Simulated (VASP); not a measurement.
Given:

```
Pd
1.0
    0.00000     1.95249     1.95249
    1.95249     0.00000     1.95249
    1.95249     1.95249     0.00000
Pd
1
Direct
  0.00000   0.00000   0.00000
```

Computed with PBE GGA, VASP's PBE PAW potentials (set 64) (plane waves; VASP). Numerical set-up: 500 eV cut-off, 16×16×16 Γ-centred mesh, first-order Methfessel-Paxton smearing of 0.10 eV, potentials Pd.

Energy and stress use the plane-wave basis of the starting cell.

Q: The ions, cell shape and volume at an external pressure of 10.0 GPa are relaxed. Predict the relaxed structure.

A: 
```
Pd
1.0
    0.00000     1.93699     1.93699
    1.93699     0.00000     1.93699
    1.93699     1.93699     0.00000
Pd
1
Cartesian
  0.00000   0.00000   0.00000
```
Space group Fm-3m (225), at a tolerance of 0.03 Å.

Q: How do energy and volume change from the first to the last step?

A: The energy (σ→0) changes by +16.2 meV/atom and the volume by -2.4 %, in 3 ionic steps.

The compound is Pd in the fcc structure. This run relaxes it under an external pressure of 10 GPa. Symmetry was kept, so distortions that lower it aren't found.
